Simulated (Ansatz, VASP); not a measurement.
# TiTeSe in two plane-wave programs

Aim: how closely do two programs agree when they are given the same cell, functional and k mesh? The cell is taken from a series of runs on this material, whose earlier steps may have relaxed, scaled, displaced or heated it; both programs get it as it stands.

Main program and level: Ansatz 0.2.0; plane waves, with VASP 6.6.1 beside it; PBEsol.

**1. Set-up**

The cell holds 3 atoms: 1 Ti, 1 Se and 1 Te. Cell: a = 3.713 Å, b = 3.606 Å, c = 30.000 Å, α = 90.0°, β = 90.0°, γ = 121.0°. Vacuum lies along c.

**2. Ansatz: zone-centre phonons, PBEsol**

Ansatz runs on its PAW soft_1 files.

Second derivatives magnify differences that forces hide, and they need a tight electronic threshold.

Contents of input.yaml:

```yaml
crystal:
  lattice:
    - [3.7128292366, 0.0, 0.0]
    - [-1.8564146183, 3.0917350374, 0.0]
    - [0.0, 0.0, 30.0]
  atoms:
    - { symbol: Ti, position: [-0.0009967485, -0.0019934969, 0.3371317906] }
    - { symbol: Se, position: [0.3370670001, 0.6741340003, 0.3832996499] }
    - { symbol: Te, position: [0.6639297483, 0.3278594967, 0.2762352262] }
  periodic: [true, true, false]
kpoints:
  mp_grid: { grid: [15, 15, 1] }
hamiltonian:
  xc: pbesol
  pseudopotentials: { kind: paw, azcp: { folder: soft_1 }, xc_functional: pbe }
scf:
  occupations: { method: methfessel_paxton, width: 0.2 }
output:
  eigenvalues: true
phonons:
  method: dfpt
```

Run with:

```
$ ansatz run input.yaml --threads 4 --pin off --max-ram 16384MiB --backend cpu --events-out ev --progress --plain --runs-dir out
```

Numbers of over 12 decimals in the logs are rounded to 6 here.

What it wrote:

```text
zone centre: on kpoints.mp_grid the ground state, and the responses unless they are solved on pairs of k-points, stand on 64 of the mesh's 225 k-points, reduced under 2 symmetry operations, with k and −k counted as one. Each operation leaves every solved displacement unchanged or reverses it
Engine: ansatz 0.2.0, aarch64-unknown-linux-gnu
Pseudopotentials: kind: paw
Pseudopotential: Ti, paw, valence charge 12, recommended cutoff 420 eV (normal), soft_1/Ti.paw.azcp
Pseudopotential: Se, paw, valence charge 16, recommended cutoff 420 eV (normal), soft_1/Se.paw.azcp
Pseudopotential: Te, paw, valence charge 16, recommended cutoff 420 eV (normal), soft_1/Te.paw.azcp
Functional definition: PBEsol
  exchange = pbesol_x
  correlation = pbesol_c
Crystal: 3 atoms, lattice volume = 344.373 Å³
Basis set: ecut = 420 eV, 6693 PW (Γ), exchange–correlation on 50×50×432 points (8 copies of the dense FFT grid, shifted against one another)
Bands: 27, of which v1, the nominal top of the filled ones, is band 22 counted from 1 (21 counted from 0)
Symmetry: 2 space group operations
k-points: 64 of 225 (time reversal used)
Non-local potential: Ti, projectors of the file, l = 0: 3, l = 1: 2, l = 2: 3, l = 3: 1
Non-local potential: Se, projectors of the file, l = 0: 2, l = 1: 2, l = 2: 3, l = 3: 1
Non-local potential: Te, projectors of the file, l = 0: 2, l = 1: 2, l = 2: 2, l = 3: 1
PAW form: soft (Blöchl's): semilocal exchange-correlation on the pseudo side does not see the compensation charge
PAW frozen core: Ti, regenerated for the run's functional, and the local potential with it (the file was generated under x = pbe(κ = 0.804, μ = 0.219515), c = pbe(β = 0.066725))
PAW frozen core: Se, regenerated for the run's functional, and the local potential with it (the file was generated under x = pbe(κ = 0.804, μ = 0.219515), c = pbe(β = 0.066725))
PAW frozen core: Te, regenerated for the run's functional, and the local potential with it (the file was generated under x = pbe(κ = 0.804, μ = 0.219515), c = pbe(β = 0.066725))
PAW one-centre angular grid: Ti, 590 points (default); XC on 64 Gauss nodes
PAW one-centre angular grid: Se, 590 points (default); XC on 64 Gauss nodes
PAW one-centre angular grid: Te, 590 points (default); XC on 64 Gauss nodes
Initial density: superposition of atomic densities (neutral atoms: chi_scale 0, normalization atom)
Initial wavefunctions: pseudopotential atomic-orbital guess
Functional: x = pbesol(κ = 0.804, μ = 0.123457), c = pbesol(β = 0.046)
SCF iter   1: F=—  HF=-14802.886066 eV  |F-HF|=—  |Δ(HF+E_count)|=         —  Δρ=1.72e-2  dr2=1.91e0  ethr=3.10e-3  ⟨swp⟩=13.3  Hψ=11462  notcnv=0
preconditioner: auto → LDOS  [metal: Δε(μ)=0.015 eV  Ē_g=7.030 eV  σ=0.200 eV  W_gap=0.06  n_scr=18 (ndim 8)  ℏωp=8.0 eV  f_vac=0.755  D(μ)=1.16/eV (n_scr^D=6)  β→1.0]
SCF iter   2: F=—  HF=-14803.243201 eV  |F-HF|=—  |Δ(HF+E_count)|=   3.57e-1  S|Δr|=    0.00e0  Δρ=1.43e-2  dr2=5.46e0  ethr=3.10e-3  ⟨swp⟩=4.9  Hψ=4932  notcnv=0  recentre
SCF iter   3: F=—  HF=-14802.451813 eV  |F-HF|=—  |Δ(HF+E_count)|=   7.91e-1  S|Δr|=    0.00e0  Δρ=4.72e-3  dr2=4.27e-1  ethr=3.10e-3  ⟨swp⟩=4.2  Hψ=4351  notcnv=0
SCF iter   4: F=—  HF=-14802.411902 eV  |F-HF|=—  |Δ(HF+E_count)|=   3.99e-2  S|Δr|=    0.00e0  Δρ=2.19e-3  dr2=2.52e-2  ethr=9.70e-4  ⟨swp⟩=2.0  Hψ=2405  notcnv=0
SCF iter   5: F=—  HF=-14802.410703 eV  |F-HF|=—  |Δ(HF+E_count)|=   1.20e-3  S|Δr|=    0.00e0  Δρ=6.11e-4  dr2=1.74e-3  ethr=5.72e-5  ⟨swp⟩=3.3  Hψ=3438  notcnv=0
SCF iter   6: F=—  HF=-14802.410486 eV  |F-HF|=—  |Δ(HF+E_count)|=   2.17e-4  S|Δr|=    0.00e0  Δρ=2.58e-4  dr2=1.55e-4  ethr=3.95e-6  ⟨swp⟩=3.3  Hψ=3335  notcnv=0
SCF iter   7: F=—  HF=-14802.410553 eV  |F-HF|=—  |Δ(HF+E_count)|=   6.64e-5  S|Δr|=    0.00e0  Δρ=5.24e-5  dr2=1.23e-5  ethr=3.51e-7  ⟨swp⟩=3.0  Hψ=3342  notcnv=0
SCF iter   8: F=—  HF=-14802.410555 eV  |F-HF|=—  |Δ(HF+E_count)|=   2.19e-6  S|Δr|=    0.00e0  Δρ=1.46e-5  dr2=9.77e-7  ethr=2.79e-8  ⟨swp⟩=3.5  Hψ=3459  notcnv=0
SCF iter   9: F=—  HF=-14802.410611 eV  |F-HF|=—  |Δ(HF+E_count)|=   5.67e-5  S|Δr|=    0.00e0  Δρ=3.16e-6  dr2=4.19e-8  ethr=2.22e-9  ⟨swp⟩=3.7  Hψ=4158  notcnv=0
SCF iter  10: F=—  HF=-14802.410612 eV  |F-HF|=—  |Δ(HF+E_count)|=   2.52e-7  S|Δr|=    0.00e0  Δρ=1.28e-6  dr2=7.24e-9  ethr=9.52e-11  ⟨swp⟩=2.6  Hψ=3275  notcnv=0
SCF iter  11: F=—  HF=-14802.410612 eV  |F-HF|=—  |Δ(HF+E_count)|=   3.28e-8  S|Δr|=    0.00e0  Δρ=2.23e-7  dr2=1.77e-10  ethr=1.64e-11  ⟨swp⟩=3.0  Hψ=3573  notcnv=0
SCF iter  12: F=—  HF=-14802.410612 eV  |F-HF|=—  |Δ(HF+E_count)|=   3.42e-9  S|Δr|=    0.00e0  Δρ=5.63e-8  dr2=1.74e-11  ethr=1.00e-12  ⟨swp⟩=2.7  Hψ=2600  notcnv=0
SCF iter  13: F=-14802.410612 eV  HF=-14802.410612 eV  |F-HF|=2.55e-11  |Δ(HF+E_count)|=  6.62e-10  S|Δr|=    0.00e0  Δρ=2.44e-8  dr2=6.72e-12  ethr=1.00e-12  ⟨swp⟩=14.6  Hψ=12032  notcnv=0
SCF 1 converged in 13 iterations: F = -14802.410612 eV  dr2 = 6.72e-12
  greatest PAW one-centre occupation: 1.000 electrons in one spin orbital (limit 2), on the Se atom at site 1 (counted from 0), in its partial waves of l = 2
DFPT response loops at Γ: preconditioner auto → none (partly filled bands, converged f_vac=0.762); β = 0.50; Broyden in place of MSR1
SCF converged after 13 iterations
Stability not checked: this state was not tested for a lower state beside it, because cold or Methfessel-Paxton smearing, or corrected tetrahedra, fill the levels in a way that the test cannot read (fill_not_monotonic; see scf.lower_state_search)
Free energy (F): -14802.410612 eV
Harris-Foulkes:  -14802.410612 eV  (|F-HF|=2.55e-11)
Internal energy: -14802.411807 eV  (E = F + TS)
E sigma→0 (E₀):  -14802.410910 eV
Entropy (-TS):   0.001195 eV (0.398 meV/atom)
Fermi energy:    -4.941531 eV
Step filling:    the computed levels leave a gap of 0.0349 eV = 0.2 smearing widths at the electron count; against every level under it full and every level over it empty, smearing changes F+E_penalty+E_count by +0.940 meV and its σ→0 estimate by +0.642 meV
--- Per-component energies (eV) ---
  E_band       = -1454.153369
  E_kinetic    = 563.150646
  E_local      = -94005.302485  (includes V_loc(G=0)·N_el)
  E_nonlocal   = -222.764044
  E_hartree    = 46653.197974
  E_xc         = -321.334210
  E_vxc        = -337.159500  (∫ρ·V_xc dr)
  E_paw        = -7696.868280  (= ΣΔE_a)
  E_vpaw       = -758.473849  (= ΣTr[D̂ρ^β])
  E_aug_tail   = -0.000356  (compensation charges beyond the density's cutoff)
  E_ewald      = 40225.986300
  E_core_change = 1.522648  (= ΣΔE_core)
  E_smearing   = 0.001195  (= −TS)
  E_closure    = 0.000000  (closes the sum)
  Σ components = -14802.410612   (vs F -14802.410612, Δ=0.00e0)
--- Band table (eV; the first three rows and the last of 64) ---
  k-point 0: bands = [... 18 lower, -7.2037, -6.6475, -4.7155, -4.5688, -4.1564, -4.1327, -3.8764, -1.5105, ... 1 higher]
  k-point 1: bands = [... 18 lower, -7.4239, -6.4594, -4.9273, -4.8443, -4.3112, -3.9833, -3.7512, -1.7290, ... 1 higher]
  k-point 2: bands = [... 18 lower, -7.4160, -6.2449, -5.6260, -5.2723, -4.4239, -3.7601, -3.6608, -2.2580, ... 1 higher]
  k-point 63: bands = [... 18 lower, -7.9475, -7.8213, -7.0965, -6.6182, -4.3218, -3.7905, -3.7155, -2.6544, ... 1 higher]
--- Phonons (Γ-DFPT): 9 representative perturbations + reference, on 64 of 225 k-points (Σ response iterations 42) ---
  k mesh reduced under 2 symmetry operations, with k and −k counted as one. Each operation leaves every solved displacement unchanged or reverses it
  ASR residual: 7.397e-5 → 0.000e0 eV/Å²; symmetrization residual: 2.930e-5 eV/Å²
  ASR residual per site (eV/Å²): 7.40e-5 1.19e-5 2.41e-5
  Γ frequencies (cm⁻¹): 0.00 0.00 0.00 102.91 103.43 156.93 183.45 190.73 303.67
  non-analytic LO–TO correction: not included (Born effective charges unavailable; polar crystals: no LO–TO splitting at Γ)
```

The column dr2 measures how far the density is from self-consistency, as an energy; F and HF (Harris–Foulkes) agree once it is small.

[end of part 1 of 2]

[Lines on the potential files, build, host, timing and source positions are cut from VASP's logs without a mark.]

[Logs are printed without paths, hosts, clocks, repeated set-up lines and the standing remarks that a program may print on its own settings, such as how far it seeks lower states.]

[Hosts, paths, dates, database ids (printed as entryN), source tags and the programs' standing remarks are cut or masked in the printed files.]
